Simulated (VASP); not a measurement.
These are PBE GGA, VASP's PBE PAW potentials (set 64) (plane waves; VASP) values and carry that method's errors.

VASP input:

### INCAR
```
SYSTEM = TiSe
PREC = Accurate
ENCUT = 400
EDIFF = 1E-7
NELM = 100
ALGO = Normal
LREAL = .FALSE.
LASPH = .TRUE.
ISMEAR = -5
GGA = PE
LMAXMIX = 4
LWAVE = .FALSE.
LCHARG = .TRUE.
LORBIT = 11
NEDOS = 601
ISIF = 2
LEFG = .TRUE.
```

**POSCAR**
```
TiSe
1
    3.5649329427     0.0000000000     0.0000000000
   -1.7824664714     3.0873226893     0.0000000000
    0.0000000000     0.0000000000     7.8266831441
Ti Se
2 2
Direct
  0.3333330000   0.6666670000   0.0291536573
  0.6666670000   0.3333330000   0.5291536573
  0.3333330000   0.6666670000   0.3458463427
  0.6666670000   0.3333330000   0.8458463427
```

KPOINTS:
```
Regular mesh
0
gamma
 11 11 5
0 0 0
```

POTCAR, in this order: Ti_sv Se (PBE.64 set). Program: vasp_std.

Output

OSZICAR:
```
       N       E                     dE             d eps       ncg     rms          rms(c)
DAV:   1     0.362243245655E+03    0.36224E+03   -0.15990E+04  2128   0.147E+03
DAV:   2     0.205383577973E+02   -0.34170E+03   -0.33698E+03  2196   0.449E+02
DAV:   3    -0.248187254757E+02   -0.45357E+02   -0.45096E+02  3846   0.142E+02
DAV:   4    -0.285407274775E+02   -0.37220E+01   -0.37133E+01  3054   0.345E+01
DAV:   5    -0.287814086470E+02   -0.24068E+00   -0.24067E+00  3032   0.754E+00    0.138E+01
DAV:   6    -0.255811146536E+02    0.32003E+01   -0.35827E+01  2772   0.443E+01    0.511E+00
DAV:   7    -0.253021844683E+02    0.27893E+00   -0.49714E+00  2844   0.165E+01    0.302E+00
DAV:   8    -0.252898004555E+02    0.12384E-01   -0.40574E-01  2958   0.418E+00    0.829E-01
DAV:   9    -0.252840549669E+02    0.57455E-02   -0.85990E-02  2898   0.247E+00    0.231E-01
DAV:  10    -0.252844717294E+02   -0.41676E-03   -0.23632E-03  2814   0.424E-01    0.113E-01
DAV:  11    -0.252845476203E+02   -0.75891E-04   -0.33936E-04  2946   0.134E-01    0.230E-02
DAV:  12    -0.252845401871E+02    0.74332E-05   -0.76848E-05  2934   0.596E-02    0.118E-02
DAV:  13    -0.252845477451E+02   -0.75580E-05   -0.12973E-05  2846   0.307E-02    0.374E-03
DAV:  14    -0.252845456229E+02    0.21222E-05   -0.26162E-06  2916   0.135E-02    0.889E-04
DAV:  15    -0.252845464062E+02   -0.78330E-06   -0.14598E-07  1790   0.360E-03    0.288E-04
DAV:  16    -0.252845465012E+02   -0.95023E-07   -0.26448E-08  1578   0.147E-03
   1 F= -.25284547E+02 E0= -.25284547E+02  d E =0.000000E+00
```

OUTCAR:
```
------------------------ aborting loop because EDIFF is reached ----------------------------------------
  FORCE on cell =-STRESS in cart. coord.  units (eV):
  Direction    XX          YY          ZZ          XY          YZ          ZX
  --------------------------------------------------------------------------------------
  Total       -0.0313675     -0.0313675      0.1520897      0.0000000      0.0000000      0.0000000
  in kB       -0.5834178     -0.5834178      2.8287802      0.0000000      0.0000000      0.0000000
  external PRESSURE =       0.5539815 kB  Pullay stress =       0.0000000 kB
  volume of cell :       86.14
      direct lattice vectors                 reciprocal lattice vectors
     3.564932943  0.000000000  0.000000000     0.280510185  0.161952621  0.000000000
    -1.782466471  3.087322689  0.000000000     0.000000000  0.323905241  0.000000000
     0.000000000  0.000000000  7.826683144     0.000000000  0.000000000  0.127768044
 POSITION                                       TOTAL-FORCE (eV/Angst)
 -----------------------------------------------------------------------------------
     -0.00000      2.05822      0.22818         0.000000     -0.000000      0.033296
      1.78247      1.02911      4.14152        -0.000000      0.000000      0.033296
     -0.00000      2.05822      2.70683        -0.000000     -0.000000     -0.033296
      1.78247      1.02911      6.62017        -0.000000      0.000000     -0.033296
 -----------------------------------------------------------------------------------
    total drift:                               -0.003474      0.002005     -0.001373
  FREE ENERGIE OF THE ION-ELECTRON SYSTEM (eV)
  ---------------------------------------------------
  free  energy   TOTEN  =       -25.2845465012 eV

  energy  without entropy=      -25.2845465012  energy(sigma->0) =      -25.28454650

 total charge

# of ion       s       p       d       tot
------------------------------------------
    1        2.162   6.099   1.948  10.209
    2        2.162   6.099   1.948  10.209
    3        1.443   2.456   0.061   3.960
    4        1.443   2.456   0.061   3.960
--------------------------------------------------
tot          7.210  17.110   4.018  28.338
```
(Selected blocks of OUTCAR.)

For a metal the tetrahedron method with Blöchl corrections gives inexact stress and forces.

The structure was generated: TiSe was put into the wurtzite type (P6_3mc), which need not be its known phase. It was relaxed first, which changed the volume by -36 %.
